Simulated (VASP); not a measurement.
Cs3Pt: energy against volume and a worked fit

It takes space group Pm-3m (No. 221, cubic). The conventional cell has a = 5.778 Å, b = 5.778 Å, c = 5.778 Å, α = 90.00°, β = 90.00°, γ = 90.00°. Pt (site symmetry m-3m) has 12 Cs at 4.09 Å as nearest neighbours. Cs (site symmetry 4/mmm) has 4 Pt at 4.09 Å and 8 Cs at 4.09 Å as nearest neighbours.

The cell comes from a database or a generator and needn't be the stable form of this composition.

The cell was scaled at fixed shape and fractions and run with VASP, PBE PAW files Cs_sv, Pt, 520 eV; PBE, k mesh 5 × 5 × 5 on the cell of 4 atoms, fermi-dirac occupations of 0.05 eV, no spin polarisation, no spin-orbit coupling. Energies are those that the program minimises, any entropy of the smearing included. For a metal such a mesh isn't converged to the digits shown.

```tsv
V (Å³/atom)	energy over the lowest row (meV/atom)
45.3234	1.733
46.2877	?
47.2520	0.000
48.2164	0.701
49.1807	2.308
50.1450	4.733
51.1093	7.901
```

Question: Fit the third-order Birch-Murnaghan form, give V0, B0 and B′, and predict the energy left open.

Answer: With y = (V0/V)^(2/3), E = E0 + (9 V0 B0/16) [(y - 1)³ B′ + (y - 1)² (6 - 4y)]. Least squares through the rows shown give V0 = 47.0500 Å³/atom, E0 = -0.022 meV, B0 = 8.333 GPa (1 eV/Å³ = 160.218 GPa) and B′ = 4.05, with a largest miss of 0.002 meV. At V = 46.2877 the form with these constants gives 0.308 meV; the run gave 0.318 meV an atom.
